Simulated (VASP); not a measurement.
Output of a VASP run:

### OSZICAR
```
       N       E                     dE             d eps       ncg     rms          rms(c)
DAV:   1     0.110517694488E+03    0.11052E+03   -0.99607E+03  1208   0.124E+03
DAV:   2    -0.197346422576E+02   -0.13025E+03   -0.12753E+03  1529   0.242E+02
DAV:   3    -0.251476192973E+02   -0.54130E+01   -0.53901E+01  1578   0.540E+01
DAV:   4    -0.252030689530E+02   -0.55450E-01   -0.55437E-01  1501   0.582E+00
DAV:   5    -0.252041293782E+02   -0.10604E-02   -0.10604E-02  1599   0.764E-01    0.215E+01
DAV:   6    -0.887810893228E+01    0.16326E+02   -0.15122E+01  1200   0.407E+01    0.108E+01
DAV:   7    -0.633991990653E+01    0.25382E+01   -0.31188E+00  1200   0.189E+01    0.463E+00
DAV:   8    -0.635247436084E+01   -0.12554E-01   -0.59304E-01  1200   0.858E+00    0.180E+00
DAV:   9    -0.639243573578E+01   -0.39961E-01   -0.31759E-01  1256   0.695E+00    0.683E-01
DAV:  10    -0.642708758009E+01   -0.34652E-01   -0.14661E-01  1284   0.463E+00    0.543E-01
DAV:  11    -0.644916474996E+01   -0.22077E-01   -0.42981E-02  1277   0.263E+00    0.138E-01
DAV:  12    -0.645259001469E+01   -0.34253E-02   -0.44167E-03  1613   0.813E-01    0.103E-01
DAV:  13    -0.645298968936E+01   -0.39967E-03   -0.78671E-04  1361   0.340E-01    0.731E-02
DAV:  14    -0.645312483612E+01   -0.13515E-03   -0.35515E-04  1340   0.242E-01    0.338E-02
DAV:  15    -0.645324249029E+01   -0.11765E-03   -0.20649E-04  1410   0.160E-01    0.161E-02
DAV:  16    -0.645324817446E+01   -0.56842E-05   -0.57577E-06  1536   0.262E-02    0.138E-02
DAV:  17    -0.645325255927E+01   -0.43848E-05   -0.76847E-06  1543   0.274E-02    0.646E-03
DAV:  18    -0.645325595455E+01   -0.33953E-05   -0.71490E-06  1277   0.316E-02    0.141E-03
DAV:  19    -0.645325713704E+01   -0.11825E-05   -0.10609E-07  1321   0.412E-03    0.143E-03
DAV:  20    -0.645325519333E+01    0.19437E-05   -0.31778E-07  1235   0.632E-03    0.125E-03
DAV:  21    -0.645325614239E+01   -0.94906E-06   -0.88504E-08   894   0.378E-03    0.414E-04
DAV:  22    -0.645325620388E+01   -0.61488E-07   -0.10678E-08   684   0.126E-03
   1 F= -.64532562E+01 E0= -.64532562E+01  d E =0.000000E+00
       N       E                     dE             ncg
       N       E                     dE             ncg
```

OUTCAR:
```
------------------------ aborting loop because EDIFF is reached ----------------------------------------
  FORCE on cell =-STRESS in cart. coord.  units (eV):
  Direction    XX          YY          ZZ          XY          YZ          ZX
  --------------------------------------------------------------------------------------
  Total       -0.0343703     -0.0343703      0.0531491      0.0000000     -0.0000000     -0.0000000
  in kB       -0.8918863     -0.8918863      1.3791819      0.0000000     -0.0000000     -0.0000000
  external PRESSURE =      -0.1348636 kB  Pullay stress =       0.0000000 kB
  volume of cell :       61.74
      direct lattice vectors                 reciprocal lattice vectors
     1.766857199 -3.060286509  0.000000000     0.282988348 -0.163383395  0.000000000
     1.766857199  3.060286509  0.000000000     0.282988348  0.163383395  0.000000000
     0.000000000  0.000000000  5.709411864     0.000000000  0.000000000  0.175149389
 POSITION                                       TOTAL-FORCE (eV/Angst)
 -----------------------------------------------------------------------------------
      0.00000      0.00000      0.00000        -0.000000      0.000000      0.000000
      1.76686      1.02010      1.22630        -0.000000     -0.000000     -0.007302
      1.76686     -1.02010      4.48312         0.000000      0.000000      0.007302
 -----------------------------------------------------------------------------------
    total drift:                                0.000000      0.000000      0.000000
  FREE ENERGIE OF THE ION-ELECTRON SYSTEM (eV)
  ---------------------------------------------------
  free  energy   TOTEN  =        -6.4532562039 eV

  energy  without entropy=       -6.4532562039  energy(sigma->0) =       -6.45325620

 total charge

# of ion       s       p       d       tot
------------------------------------------
    1        0.678   0.829   7.951   9.458
    2        1.352   2.301   0.000   3.654
    3        1.352   2.301   0.000   3.654
--------------------------------------------------
tot          3.383   5.431   7.951  16.765

 Electric field gradients after diagonalization (V/A^2)
 (convention: |V_zz| > |V_xx| > |V_yy|)
----------------------------------------------------------------------
 ion       V_xx      V_yy      V_zz     asymmetry (V_yy - V_xx)/ V_zz
----------------------------------------------------------------------
   1     -70.378   -70.377   140.755       0.000
   2      32.600    32.599   -65.199       0.000
   3      32.600    32.599   -65.199       0.000
```
(Selected blocks of OUTCAR.)

File POSCAR:
```
PtS2
1
    1.7668571995    -3.0602865093    -0.0000000000
    1.7668571995     3.0602865093     0.0000000000
    0.0000000000     0.0000000000     5.7094118641
Pt S
1 2
Direct
  0.0000000000   0.0000000000   0.0000000000
  0.3333330000   0.6666670000   0.2147850935
  0.6666670000   0.3333330000   0.7852149065
```

Task: Reconstruct the remaining input files.

Result: Several could match; the one computed here: the input of the run itself, MS2 meta-GGA, plane waves, VASP's PBE PAW potentials (set 64).

### INCAR
```
! general
SYSTEM  = PtS2
PREC    = Accurate
ENCUT   = 520
LREAL   = .False.
LASPH   = .True.

! electronic loop
EDIFF   = 1E-7
NELM    = 100
ALGO    = Normal
LMAXMIX = 6
LMIXTAU = .True.

! smearing
ISMEAR  = -5

! functional
METAGGA = MS2

! ions
ISIF    = 2

! output
LWAVE   = .False.
LCHARG  = .False.
LORBIT  = 11
NEDOS   = 601

! other
LEFG    = .True.
```

File KPOINTS:
```
Automatic mesh
0
Gamma
8 8 5
0 0 0
```

File KPOINTS_OPT:
```
k-points along high-symmetry lines
6
Line-mode
Reciprocal
  0.000000   0.000000   0.000000 ! GAMMA
  0.500000  -0.000000   0.000000 ! M

  0.500000  -0.000000   0.000000 ! M
  0.333333   0.333333   0.000000 ! K

  0.333333   0.333333   0.000000 ! K
  0.000000   0.000000   0.000000 ! GAMMA

  0.000000   0.000000   0.000000 ! GAMMA
  0.000000   0.000000   0.500000 ! A

  0.000000   0.000000   0.500000 ! A
  0.500000  -0.000000   0.500000 ! L

  0.500000  -0.000000   0.500000 ! L
  0.333333   0.333333   0.500000 ! H

  0.333333   0.333333   0.500000 ! H
  0.000000   0.000000   0.500000 ! A

  0.500000  -0.000000   0.500000 ! L
  0.500000  -0.000000   0.000000 ! M

  0.333333   0.333333   0.500000 ! H
  0.333333   0.333333   0.000000 ! K
```

POTCAR, in this order: Pt S (PBE.64 set). Program: vasp_std.

The compound is PtS2 in the 1T layered structure. It was relaxed first, which changed the volume by +13 %.
